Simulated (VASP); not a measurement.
Si3C:

```
CELL_PARAMETERS angstrom
0.00000 -2.48723 -2.48723
-2.48723 0.00000 -2.48723
2.48723 2.48723 -4.97446
ATOMIC_POSITIONS crystal
C 0.87500 0.87500 0.37500
Si 0.37500 0.37500 0.87500
Si 0.75000 0.75000 0.75000
Si 0.25000 0.25000 0.25000
```

The cell comes from a database or a generator and needn't be the stable form of this composition.

* Program: VASP 6.6.1
* Task: relaxation of cell and atoms
* Functional: PBE
* Potentials or basis: VASP PAW PBE potentials, release 64 (C, Si)
* Cutoff: 600 eV
* k mesh: 8 × 8 × 8
* Occupations: gaussian, width 0.02 eV
* Spin: no spin polarisation

At the start: pressure 4.9 GPa; volume 15.39 Å³/atom.

**Question.** How do energy, volume and symmetry change on relaxing?

**Answer.** Over 16 steps the energy falls by 275.0 meV/atom and the volume is 14.61 Å³/atom (-5.1 %); space group R3m (No. 160, to 0.05 Å).

Step by step:
```
step  energy change (eV)  largest force (eV/Å)  pressure (GPa)  volume (Å³)
   1              0.0000                4.7302            4.94        61.55
   2             -0.8225                0.9188           -8.40        65.87
   3             -0.8521                1.1772           -6.90        65.14
   4             -0.9941                1.0038            1.65        59.76
   5             -1.0134                0.4558           -0.93        61.03
   6             -1.0693                0.5903            0.74        59.50
   7             -1.0728                0.6209            1.45        58.99
   8             -1.0907                0.2879           -1.03        59.24
   9             -1.0908                0.2455           -0.80        59.22
  10             -1.0908                0.2639           -0.89        59.23
  11             -1.0985                0.1894           -0.46        58.65
  12             -1.0985                0.1997           -0.43        58.62
  13             -1.0985                0.1921            0.49        58.22
  14             -1.0999                0.0209            0.02        58.42
  15             -1.0999                0.0173            0.01        58.42
  16             -1.1000                0.0047            0.00        58.43
```

Final structure:
```yaml
crystal:
  lattice:
    - [0.00000, -2.37643, -2.37643]
    - [-2.37643, 0.00000, -2.37643]
    - [2.65643, 2.65643, -5.03286]
  atoms:
    - { symbol: C, position: [0.87422, 0.87422, 0.37734] }
    - { symbol: Si, position: [0.36992, 0.36992, 0.89023] }
    - { symbol: Si, position: [0.76725, 0.76725, 0.69824] }
    - { symbol: Si, position: [0.23860, 0.23860, 0.28420] }
```
